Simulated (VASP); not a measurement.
Computed with rev-vdW-DF2, VASP's PBE PAW potentials (set 64) (plane waves; VASP 6.6.1).

VASP ran on this input.

**INCAR**
```
# general
SYSTEM   = TiO2
PREC     = Accurate
ENCUT    = 520
LREAL    = .FALSE.
LASPH    = .TRUE.   # aspherical one-centre terms
ICHARG   = 11   # fixed density

# electronic loop
EDIFF    = 1E-7   # SCF stop (eV)
NELM     = 100   # most electronic steps
ALGO     = Normal
LMAXMIX  = 4   # l cut-off of mixed one-centre charges

# smearing
ISMEAR   = 0
SIGMA    = 0.05   # width (eV)

# functional
GGA      = MK
LUSE_VDW = .TRUE.
AGGAC    = 0.0
PARAM1   = 0.1234568
PARAM2   = 0.7114
ZAB_VDW  = -1.8867

# output
LWAVE    = .FALSE.
LCHARG   = .FALSE.
LORBIT   = 11   # lm-projected
```

### POSCAR
```
TiO2
1
   -1.8987236140     1.8987236140     4.7873257667
    1.8987236140    -1.8987236140     4.7873257667
    1.8987236140     1.8987236140    -4.7873257667
Ti O
2 4
Direct
  0.7500000000   0.2500000000   0.5000000000
  1.0000000000   1.0000000000   0.0000000000
  0.5417980668   0.0417980668   0.5000000000
  0.7917980668   0.7917980668   0.0000000000
  0.2082019332   0.2082019332   1.0000000000
  0.9582019332   0.4582019332   0.5000000000
```

**KPOINTS**
```
k-points along high-symmetry lines
10
Line-mode
Reciprocal
  0.000000   0.000000   0.000000 ! GAMMA
  0.000000   0.000000   0.500000 ! X

  0.000000   0.000000   0.500000 ! X
  0.250000   0.250000   0.250000 ! P

  0.250000   0.250000   0.250000 ! P
  0.000000   0.500000   0.000000 ! N

  0.000000   0.500000   0.000000 ! N
  0.000000   0.000000   0.000000 ! GAMMA

  0.000000   0.000000   0.000000 ! GAMMA
  0.500000   0.500000  -0.500000 ! M

  0.500000   0.500000  -0.500000 ! M
  0.289601   0.710399  -0.289601 ! S

 -0.289601   0.289601   0.289601 ! S_0
  0.000000   0.000000   0.000000 ! GAMMA

  0.000000   0.000000   0.500000 ! X
 -0.079203   0.079203   0.500000 ! R

  0.500000   0.500000  -0.079203 ! G
  0.500000   0.500000  -0.500000 ! M
```

POTCAR, in this order: Ti_sv O (PBE.64 set). Program: vasp_std. Read from the step before: CHGCAR.

The resulting files:

File OUTCAR:
```
 ion  position               nearest neighbor table
   1  0.750  0.250  0.500-   4 1.94   5 1.94   4 1.94   5 1.94   3 1.99   6 1.99
   2  0.000  0.000  0.000-   3 1.94   6 1.94   3 1.94   6 1.94   5 1.99   4 1.99
   3  0.542  0.042  0.500-   2 1.94   2 1.94   1 1.99
   4  0.792  0.792  0.000-   1 1.94   1 1.94   2 1.99
   5  0.208  0.208  0.000-   1 1.94   1 1.94   2 1.99
   6  0.958  0.458  0.500-   2 1.94   2 1.94   1 1.99
  LATTYP: Found a body centered tetragonal cell.
 ALAT       =     3.7974472280
 C/A-ratio  =     2.5213389307
 Subroutine PRICEL returns:
 Original cell was already a primitive cell.
 Subroutine GETGRP returns: Found 16 space group operations
The static configuration has the point symmetry D_2d.
 The point group associated with its full space group is D_4h.
The dynamic configuration has the point symmetry D_2d.
 Subroutine INISYM returns: Found 16 space group operations
   k-points           NKPTS =     90   k-points in BZ     NKDIM =     90   number of bands    NBANDS=     28
   number of dos      NEDOS =    301   number of ions     NIONS =      6
   total plane-waves  NPLWV =  74088
   dimension x,y,z NGX =    42 NGY =   42 NGZ =   42
   dimension x,y,z NGXF=    84 NGYF=   84 NGZF=   84
   ions per type =               2   4
   PREC   = accura    normal or accurate (medium, high low for compatibility)
   ISTART =      0    job   : 0-new  1-cont  2-samecut
...
```

**OSZICAR**
```
       N       E                     dE             d eps       ncg     rms          rms(c)
DAV:   1     0.628340744364E+03    0.62834E+03   -0.25793E+04  5040   0.203E+03
DAV:   2     0.588479204373E+02   -0.56949E+03   -0.55271E+03  5308   0.567E+02
DAV:   3    -0.367357955457E+02   -0.95584E+02   -0.90885E+02  8136   0.191E+02
DAV:   4    -0.429970297661E+02   -0.62612E+01   -0.61753E+01  7228   0.503E+01
DAV:   5    -0.433008068158E+02   -0.30378E+00   -0.30263E+00  7196   0.851E+00
DAV:   6    -0.433069323092E+02   -0.61255E-02   -0.61195E-02  6516   0.136E+00
DAV:   7    -0.433072286949E+02   -0.29639E-03   -0.29634E-03  7236   0.233E-01
DAV:   8    -0.433072329965E+02   -0.43017E-05   -0.43014E-05  6576   0.293E-02
DAV:   9    -0.433072332206E+02   -0.22403E-06   -0.22394E-06  6412   0.505E-03
DAV:  10    -0.433072332254E+02   -0.48785E-08   -0.49532E-08  3776   0.849E-04
   1 F= -.43307233E+02 E0= -.43307233E+02  d E =-.730870E-19
```

### OUTCAR
```
 val. band max:        3.1358547451   @ k =   0.0000   0.0000   0.4444

 cond. band min:       5.1739384673   @ k =   0.0000   0.0000   0.0000



 k-point     1 :       0.0000    0.0000    0.0000
  band No.  band energies     occupation
      1     -53.1535      2.00000
      2     -53.0964      2.00000
      3     -29.7183      2.00000
      4     -29.4874      2.00000
      5     -29.4874      2.00000
      6     -29.4202      2.00000
      7     -29.4202      2.00000
      8     -29.3470      2.00000
      9     -14.3741      2.00000
     10     -13.3734      2.00000
     11     -13.2469      2.00000
     12     -12.9023      2.00000
     13      -0.7597      2.00000
     14      -0.6497      2.00000
     15      -0.6497      2.00000
     16      -0.2992      2.00000
     17       1.0681      2.00000
     18       1.0681      2.00000
     19       1.1295      2.00000
     20       2.3384      2.00000
     21       2.3384      2.00000
     22       2.3428      2.00000
     23       2.6587      2.00000
     24       2.6587      2.00000
     25       5.1739      0.00000
     26       5.8852      0.00000
     27       7.0014      0.00000
     28       7.0186      0.00000

 k-point     2 :       0.0000    0.0000    0.0556
  band No.  band energies     occupation
      1     -53.1529      2.00000
      2     -53.0967      2.00000
      3     -29.7179      2.00000
      4     -29.4932      2.00000
      5     -29.4893      2.00000
      6     -29.4233      2.00000
      7     -29.4204      2.00000
      8     -29.3456      2.00000
      9     -14.3446      2.00000
     10     -13.3554      2.00000
     11     -13.2347      2.00000
     12     -12.8942      2.00000
     13      -0.7668      2.00000
     14      -0.7189      2.00000
     15      -0.6864      2.00000
     16      -0.2973      2.00000
     17       1.0036      2.00000
     18       1.1011      2.00000
     19       1.1687      2.00000
     20       2.2618      2.00000
     21       2.2749      2.00000
...
```

The density is held fixed in this step, so its total energy and stress have no physical meaning.

The compound is TiO2 in the anatase structure, one of several forms; rutile is the usual stable one. It was relaxed first.
